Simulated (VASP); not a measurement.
## Band gap of PbF2 (Fluorocronite): mesh and cell

Aim: test what besides the functional moves the gap of PbF2 (Fluorocronite). The starting structure is a measured crystal structure from the Crystallography Open Database. Cell and atoms stay as given unless a step says otherwise.

Program: VASP 6.6.1. Level of theory: Kohn-Sham DFT with plane waves and PAW; LDA. Results are calculated unless marked as measured.

The database entry behind the starting cell differs from later determinations by our own check (about 0.2 % short, mineral), so it need not match the best structure at ambient conditions.

### Step 1. Starting point

Symmetry: Fm-3m, No. 225, cubic system. The conventional cell has a = 5.931 Å, b = 5.931 Å, c = 5.931 Å, α = 90.00°, β = 90.00°, γ = 90.00°. Nearest to Pb lie 8 F at 2.57 Å. Nearest to F lie 4 Pb at 2.57 Å. Farther neighbours and most contacts between anions are not listed.

### Step 2. Reference bands

File INCAR:

```
SYSTEM = PbF2
PREC = Accurate
ENCUT = 460
EDIFF = 1E-06
NELM = 100
ISMEAR = 0
SIGMA = 0.03
LREAL = .FALSE.
ALGO = Normal
GGA = CA
NBANDS = 27
LORBIT = 11
LWAVE = .FALSE.
LCHARG = .FALSE.
KPAR = 4
LASPH = .TRUE.
```

File POSCAR:

```
PbF2
1.0
    0.0000000000      2.9653000000      2.9653000000
    2.9653000000      0.0000000000      2.9653000000
    2.9653000000      2.9653000000      0.0000000000
Pb F
1 2
Direct
    0.0000000000      0.0000000000      0.0000000000
    0.7500000000      0.7500000000      0.7500000000
    0.2500000000      0.2500000000      0.2500000000
```

File KPOINTS:

```
Automatic mesh
0
Gamma
6 6 6
0 0 0
```

File KPOINTS_OPT:

```
Line mode
10
Line-mode
Reciprocal
  0.00000000   0.00000000   0.00000000 GAMMA
  0.50000000   0.00000000   0.50000000 X

  0.50000000   0.00000000   0.50000000 X
  0.50000000   0.25000000   0.75000000 W

  0.50000000   0.25000000   0.75000000 W
  0.37500000   0.37500000   0.75000000 K

  0.37500000   0.37500000   0.75000000 K
  0.00000000   0.00000000   0.00000000 GAMMA

  0.00000000   0.00000000   0.00000000 GAMMA
  0.50000000   0.50000000   0.50000000 L

  0.50000000   0.50000000   0.50000000 L
  0.62500000   0.25000000   0.62500000 U

  0.62500000   0.25000000   0.62500000 U
  0.50000000   0.25000000   0.75000000 W

  0.50000000   0.25000000   0.75000000 W
  0.50000000   0.50000000   0.50000000 L

  0.50000000   0.50000000   0.50000000 L
  0.37500000   0.37500000   0.75000000 K

  0.62500000   0.25000000   0.62500000 U
  0.50000000   0.00000000   0.50000000 X
```

Potentials, in the order of the species: Pb_d and F (LDA family, release 64).

Run with:

```sh
$ mpirun -np 4 vasp_std
```

Log:

```text
[banner, memory and clock lines left out]
running    4 mpi-ranks, on    1 nodes
 distrk:  each k-point on    1 cores,    4 groups
 distr:  one band on    1 cores,    1 groups

 POSCAR found type information on POSCAR PbF
 POSCAR found :  2 types and       3 ions
 LDA part: xc-table for (Slater(with rela. corr.)+CA(PZ))
 , standard interpolation
 POSCAR, INCAR and KPOINTS ok, starting setup
 FFT: planning ... GRIDC
 FFT: planning ... GRID_SOFT
 FFT: planning ... GRID
 WAVECAR not read
 entering main loop
       N       E                     dE             d eps       ncg     rms          rms(c)
DAV:   1     0.258392243680E+03    0.25839E+03   -0.13034E+04   896   0.108E+03
DAV:   2     0.342046760677E+01   -0.25497E+03   -0.23678E+03   951   0.328E+02
DAV:   3    -0.172448849828E+02   -0.20665E+02   -0.20464E+02   982   0.101E+02
DAV:   4    -0.177152603077E+02   -0.47038E+00   -0.47008E+00   986   0.159E+01
DAV:   5    -0.177298245698E+02   -0.14564E-01   -0.14563E-01  1147   0.286E+00    0.745E+00
DAV:   6    -0.159981967604E+02    0.17316E+01   -0.65397E+00  1263   0.174E+01    0.269E+00
DAV:   7    -0.159549943609E+02    0.43202E-01   -0.37355E-01   950   0.308E+00    0.148E+00
DAV:   8    -0.159223122743E+02    0.32682E-01   -0.10939E-01  1049   0.258E+00    0.542E-01
DAV:   9    -0.159189307750E+02    0.33815E-02   -0.13670E-02  1017   0.697E-01    0.914E-02
DAV:  10    -0.159192427437E+02   -0.31197E-03   -0.65354E-04   955   0.251E-01    0.394E-02
DAV:  11    -0.159191931205E+02    0.49623E-04   -0.81475E-05  1050   0.767E-02    0.145E-02
DAV:  12    -0.159191898304E+02    0.32901E-05   -0.19794E-05  1089   0.430E-02    0.478E-03
DAV:  13    -0.159191902945E+02   -0.46415E-06   -0.17314E-06   947   0.824E-03
   1 F= -.15919190E+02 E0= -.15919190E+02  d E =-.684343E-16
 Start KPOINTS_OPT (optional k-point list driver)
k-point batch [1-16\100]
       N       E                     dE             ncg
DAV:   1     0.105115740057E+04   -0.91184E+04      904
DAV:   2    -0.311042053821E+04   -0.41616E+04      933
DAV:   3    -0.349868766310E+04   -0.38827E+03      977
DAV:   4    -0.350881181062E+04   -0.10124E+02     1080
DAV:   5    -0.350911548558E+04   -0.30367E+00     1142
DAV:   6    -0.350912841046E+04   -0.12925E-01     1136
DAV:   7    -0.350912902586E+04   -0.61540E-03     1176
DAV:   8    -0.350912903667E+04   -0.10805E-04     1013
DAV:   9    -0.350912903682E+04   -0.15420E-06      664
[...]
k-point batch [97-100\100]
       N       E                     dE             ncg
DAV:   1     0.109324815619E+05   -0.34450E+04      227
DAV:   2     0.991913965748E+04   -0.10133E+04      235
DAV:   3     0.982105163419E+04   -0.98088E+02      240
DAV:   4     0.981854170264E+04   -0.25099E+01      304
DAV:   5     0.981846912292E+04   -0.72580E-01      288
DAV:   6     0.981846637400E+04   -0.27489E-02      306
DAV:   7     0.981846619290E+04   -0.18110E-03      304
DAV:   8     0.981846619229E+04   -0.61397E-06      266
```

It took 19 s on 4 MPI ranks of AMD EPYC 7R43, shared host; peak memory 0.52 GiB.

The logs omit lines about the potential files and the build; timing stands in the text.

From OUTCAR (step 2):

```text
ion  position               nearest neighbor table
   1  0.000  0.000  0.000-   2 2.57   3 2.57   2 2.57   2 2.57   2 2.57   3 2.57   3 2.57   3 2.57

  LATTYP: Found a face centered cubic cell.
 ALAT       =     5.9306000000

 Subroutine GETGRP returns: Found 48 space group operations
 (whereof 48 operations were pure point group operations)

The static configuration has the point symmetry O_h .

 Found     16 irreducible k-points:

   k-points           NKPTS =     16   k-points in BZ     NKDIM =     16   number of bands    NBANDS=     27

   dimension x,y,z NGX =    30 NGY =   30 NGZ =   30
   dimension x,y,z NGXF=    60 NGYF=   60 NGZF=   60

   ENCUT  =  460.0 eV  33.81 Ry    5.81 a.u.   7.33  7.33  7.33*2*pi/ulx,y,z

   NELECT =      28.0000    total number of electrons

 k-points in reciprocal lattice and weights: Automatic mesh
   0.00000000  0.00000000  0.00000000       0.005
   0.16666667  0.00000000  0.00000000       0.037
   0.33333333  0.00000000  0.00000000       0.037
   0.50000000  0.00000000  0.00000000       0.019
   0.16666667  0.16666667  0.00000000       0.028
   0.33333333  0.16666667  0.00000000       0.111
   0.50000000  0.16666667  0.00000000       0.111
  -0.33333333  0.16666667  0.00000000       0.111
  -0.16666667  0.16666667  0.00000000       0.056
[...]
-0.33333333  0.33333333  0.16666667       0.111
  -0.33333333  0.50000000  0.16666667       0.056

 average (electrostatic) potential at core
       1 -93.2998       2 -75.2954       3 -75.2954

 E-fermi :   1.6286

 k-point     1 :       0.0000    0.0000    0.0000
  band No.  band energies     occupation
    ...
     10      -1.0143      2.00000
     11      -1.0143      2.00000
     12      -0.5090      2.00000
     13      -0.5090      2.00000
     14      -0.5090      2.00000
     15       8.0551      0.00000
     16       8.0551      0.00000
     17       8.0551      0.00000
     18      11.7391      0.00000
     19      16.3118      0.00000
    ...

 k-point     2 :       0.1667    0.0000    0.0000
  band No.  band energies     occupation
    ...
     10      -1.0700      2.00000
     11      -1.0700      2.00000
     12      -0.5523      2.00000
     13      -0.5523      2.00000
     14       0.1442      2.00000
     15       7.2325      0.00000
     16       8.2811      0.00000
     17       8.2811      0.00000
     18      13.1653      0.00000
     19      15.6742      0.00000
    ...

 k-point     3 :       0.3333    0.0000    0.0000
  band No.  band energies     occupation
    ...
     10      -1.1796      2.00000
     11      -1.1796      2.00000
     12      -0.6377      2.00000
     13      -0.6377      2.00000
     14       1.0634      2.00000
     15       6.4873      0.00000
     16       8.7444      0.00000
     17       8.7444      0.00000
     18      14.3158      0.00000
     19      15.0654      0.00000
    ...

  Total       -1.9050562     -1.9050562     -1.9050562     -0.0000000     -0.0000000      0.0000000
  in kB      -58.5305305    -58.5305305    -58.5305305     -0.0000000     -0.0000000      0.0000000
  external PRESSURE =     -58.5305305 kB  Pullay stress =       0.0000000 kB

  energy-cutoff  :      460.00
  volume of cell :       52.15
      direct lattice vectors                 reciprocal lattice vectors
     0.000000000  2.965300000  2.965300000    -0.168617003  0.168617003  0.168617003
     2.965300000  0.000000000  2.965300000     0.168617003 -0.168617003  0.168617003
     2.965300000  2.965300000  0.000000000     0.168617003  0.168617003 -0.168617003

 POSITION                                       TOTAL-FORCE (eV/Angst)
 -----------------------------------------------------------------------------------
      0.00000      0.00000      0.00000        -0.000000      0.000000      0.000000
      4.44795      4.44795      4.44795        -0.000000      0.000000     -0.000000
      1.48265      1.48265      1.48265         0.000000     -0.000000      0.000000
 -----------------------------------------------------------------------------------
    total drift:                                0.000000     -0.000000      0.000000

  FREE ENERGIE OF THE ION-ELECTRON SYSTEM (eV)
  ---------------------------------------------------
  free  energy   TOTEN  =       -15.9191902945 eV

  energy  without entropy=      -15.9191902945  energy(sigma->0) =      -15.91919029

 total charge
# of ion       s       p       d       tot
------------------------------------------
    1        1.543   0.297   9.859  11.699
    2        1.743   4.301   0.000   6.044
    3        1.743   4.301   0.000   6.044
--------------------------------------------------
tot          5.030   8.898   9.859  23.786

[... 3 further parts left out ...]
```

Spin-orbit coupling is off here; with elements this heavy it can split and shift levels by tenths of an eV, and by up to about 1 eV where a band edge is a 6p state. At this level the cell is under a tension of 5.9 GPa, so at these settings it is away from equilibrium.

The reference gap is 4.224 eV.

### Step 3. Bands with cell and atoms relaxed by LDA

Against step 2 the input has another starting structure. The cell comes from a relaxation at this level, not shown (49.11 Å³).

INCAR is that of step 2.

File POSCAR:

```
PbF2
1.0
    0.0000000000      2.9065215709      2.9065215709
    2.9065215709      0.0000000000      2.9065215709
    2.9065215709      2.9065215709      0.0000000000
Pb F
1 2
Direct
    0.0000000000      0.0000000000      0.0000000000
    0.7500000000      0.7500000000      0.7500000000
    0.2500000000      0.2500000000      0.2500000000
```

KPOINTS is that of step 2.

KPOINTS_OPT is that of step 2.

Run with:

```sh
$ mpirun -np 4 vasp_std
```

Log:

```text
[... set-up lines as in an earlier step ...]
 entering main loop
       N       E                     dE             d eps       ncg     rms          rms(c)
DAV:   1     0.277401088914E+03    0.27740E+03   -0.12927E+04   867   0.110E+03
DAV:   2     0.534586882648E+01   -0.27206E+03   -0.25094E+03   939   0.335E+02
DAV:   3    -0.170905715227E+02   -0.22436E+02   -0.22219E+02   973   0.104E+02
DAV:   4    -0.176479261251E+02   -0.55735E+00   -0.55686E+00  1066   0.169E+01
[...]
DAV:  11    -0.159609254517E+02    0.28336E-04   -0.57210E-05  1013   0.558E-02    0.842E-03
DAV:  12    -0.159609271911E+02   -0.17394E-05   -0.84828E-06   955   0.246E-02    0.355E-03
DAV:  13    -0.159609269069E+02    0.28417E-06   -0.11095E-06   802   0.114E-02
   1 F= -.15960927E+02 E0= -.15960927E+02  d E =-.622328E-28
 Start KPOINTS_OPT (optional k-point list driver)
k-point batch [1-16\100]
       N       E                     dE             ncg
DAV:   1     0.129154599720E+04   -0.87042E+04      880
DAV:   2    -0.288001101583E+04   -0.41716E+04      911
DAV:   3    -0.327226308373E+04   -0.39225E+03      997
DAV:   4    -0.328262944566E+04   -0.10366E+02     1037
DAV:   5    -0.328291029320E+04   -0.28085E+00     1167
DAV:   6    -0.328292148540E+04   -0.11192E-01     1130
DAV:   7    -0.328292195253E+04   -0.46713E-03     1225
DAV:   8    -0.328292195844E+04   -0.59152E-05      892
DAV:   9    -0.328292195856E+04   -0.11564E-06      738
[...]
k-point batch [97-100\100]
       N       E                     dE             ncg
DAV:   1     0.110430841293E+05   -0.34789E+04      224
DAV:   2     0.100175436800E+05   -0.10255E+04      232
DAV:   3     0.992242982320E+04   -0.95114E+02      260
DAV:   4     0.992011307125E+04   -0.23168E+01      288
DAV:   5     0.992003908555E+04   -0.73986E-01      312
DAV:   6     0.992003686906E+04   -0.22165E-02      293
DAV:   7     0.992003673656E+04   -0.13249E-03      325
DAV:   8     0.992003673244E+04   -0.41204E-05      237
DAV:   9     0.992003673242E+04   -0.17484E-07      229
```

Elapsed: 19 s, on 4 MPI ranks; peak memory 0.53 GiB.

OUTCAR, selected parts (step 3):

```text
  Total       -0.3961105     -0.3961105     -0.3961105      0.0000000     -0.0000000     -0.0000000
  in kB      -12.9233840    -12.9233840    -12.9233840      0.0000000     -0.0000000     -0.0000000
  external PRESSURE =     -12.9233840 kB  Pullay stress =       0.0000000 kB

 POSITION                                       TOTAL-FORCE (eV/Angst)
 -----------------------------------------------------------------------------------
      0.00000      0.00000      0.00000         0.000000      0.000000      0.000000
      4.35978      4.35978      4.35978        -0.000000     -0.000000     -0.000000
      1.45326      1.45326      1.45326         0.000000      0.000000      0.000000
 -----------------------------------------------------------------------------------
    total drift:                                0.000000     -0.000000      0.000000

  FREE ENERGIE OF THE ION-ELECTRON SYSTEM (eV)
  ---------------------------------------------------
  free  energy   TOTEN  =       -15.9609269069 eV

  energy  without entropy=      -15.9609269069  energy(sigma->0) =      -15.96092691

[... 1 part as in an earlier step ...]

[... 2 further parts left out ...]
[key lines of the parts left out:]
E-fermi :   2.4593
```

With cell and atoms relaxed by LDA the gap is 4.205 eV, -0.019 eV from the reference.

### Step 4. Bands with an 8×8×8 mesh

Against step 2 the input has an 8×8×8 mesh.

INCAR is that of step 3.

File POSCAR:

```
PbF2
1.0
    0.0000000000      2.9653000000      2.9653000000
    2.9653000000      0.0000000000      2.9653000000
    2.9653000000      2.9653000000      0.0000000000
Pb F
1 2
Direct
    0.0000000000      0.0000000000      0.0000000000
    0.7500000000      0.7500000000      0.7500000000
    0.2500000000      0.2500000000      0.2500000000
```

File KPOINTS:

```
Automatic mesh
0
Gamma
8 8 8
0 0 0
```

KPOINTS_OPT is that of step 3.

Run with:

```sh
$ mpirun -np 4 vasp_std
```

Log:

```text
[... set-up lines as in an earlier step ...]
 entering main loop
       N       E                     dE             d eps       ncg     rms          rms(c)
DAV:   1     0.272464722648E+03    0.27246E+03   -0.12926E+04  1614   0.108E+03
DAV:   2     0.558278699711E+01   -0.26688E+03   -0.24507E+03  1684   0.335E+02
DAV:   3    -0.171416568186E+02   -0.22724E+02   -0.22497E+02  1828   0.105E+02
DAV:   4    -0.177130859038E+02   -0.57143E+00   -0.57102E+00  1867   0.171E+01
[...]
DAV:  11    -0.159198864382E+02    0.51134E-04   -0.83795E-05  1904   0.772E-02    0.143E-02
DAV:  12    -0.159198835188E+02    0.29194E-05   -0.19453E-05  1970   0.418E-02    0.476E-03
DAV:  13    -0.159198839533E+02   -0.43446E-06   -0.15901E-06  1690   0.793E-03
   1 F= -.15919884E+02 E0= -.15919884E+02  d E =-.668666E-18
 Start KPOINTS_OPT (optional k-point list driver)
k-point batch [1-29\100]
       N       E                     dE             ncg
DAV:   1     0.169673235409E+04   -0.21284E+05     1614
DAV:   2    -0.565064105132E+04   -0.73474E+04     1658
DAV:   3    -0.634557251463E+04   -0.69493E+03     1868
DAV:   4    -0.636361595754E+04   -0.18043E+02     1921
DAV:   5    -0.636414244768E+04   -0.52649E+00     2160
DAV:   6    -0.636416195212E+04   -0.19504E-01     2098
DAV:   7    -0.636416274159E+04   -0.78947E-03     2314
DAV:   8    -0.636416274525E+04   -0.36571E-05     1591
DAV:   9    -0.636416274545E+04   -0.20175E-06     1450
[...]
k-point batch [88-100\100]
       N       E                     dE             ncg
DAV:   1     0.145865959780E+05   -0.10650E+05      710
DAV:   2     0.111730099396E+05   -0.34136E+04      751
DAV:   3     0.108401229235E+05   -0.33289E+03      812
DAV:   4     0.108311206445E+05   -0.90023E+01      932
DAV:   5     0.108308550768E+05   -0.26557E+00      937
DAV:   6     0.108308452404E+05   -0.98364E-02     1001
DAV:   7     0.108308446699E+05   -0.57056E-03     1052
DAV:   8     0.108308446679E+05   -0.19835E-05      809
DAV:   9     0.108308446678E+05   -0.61244E-07      657
```

It took 23 s on 4 MPI ranks; peak memory 0.62 GiB; 89 s of CPU time.

OUTCAR, selected parts (step 4):

```text
  Total       -1.8979662     -1.8979662     -1.8979662      0.0000000     -0.0000000     -0.0000000
  in kB      -58.3127007    -58.3127007    -58.3127007      0.0000000     -0.0000000     -0.0000000
  external PRESSURE =     -58.3127007 kB  Pullay stress =       0.0000000 kB

 POSITION                                       TOTAL-FORCE (eV/Angst)
 -----------------------------------------------------------------------------------
      0.00000      0.00000      0.00000         0.000000      0.000000     -0.000000
      4.44795      4.44795      4.44795         0.000000     -0.000000      0.000000
      1.48265      1.48265      1.48265        -0.000000      0.000000      0.000000
 -----------------------------------------------------------------------------------
    total drift:                                0.000000     -0.000000      0.000000

  FREE ENERGIE OF THE ION-ELECTRON SYSTEM (eV)
  ---------------------------------------------------
  free  energy   TOTEN  =       -15.9198839533 eV

  energy  without entropy=      -15.9198839533  energy(sigma->0) =      -15.91988395

[... 1 part as in an earlier step ...]

[... 2 further parts left out ...]
[key lines of the parts left out:]
E-fermi :   1.6546
```

With an 8×8×8 mesh the gap is 4.224 eV, +0.000 eV from the reference.

### Step 5. All runs side by side

| run | gap (eV) | change (eV) | core minutes |
| --- | --- | --- | --- |
| reference | 4.224 | - | 1.29 |
| cell and atoms relaxed by LDA | 4.205 | -0.019 | 1.24 |
| an 8×8×8 mesh | 4.224 | 0.0 | 1.53 |

Core minutes are wall time times ranks of the run shown, on a shared host.

### Step 6. Outcome

```yaml
reference_gap: 4.224 eV
gap_with_cell_and_atoms_relaxed_by_lda: 4.205 eV
gap_with_an_8x8x8_mesh: 4.224 eV
```

**Reading.** Among the runs that read a gap along the path, the one with cell and atoms relaxed by LDA moves it most, by -0.019 eV. On finer settings it changes by +0.000 eV with an 8×8×8 mesh. The functional's own error isn't tested here. Further runs on this material are not shown.

[Lines on the potential files, build, host, timing and source positions are cut from VASP's logs without a mark.]

[Logs are printed without paths, hosts, clocks, repeated set-up lines and the standing remarks that a program may print on its own settings, such as how far it seeks lower states.]

[Hosts, paths, dates, database ids (printed as entryN), source tags and the programs' standing remarks are cut or masked in the printed files.]
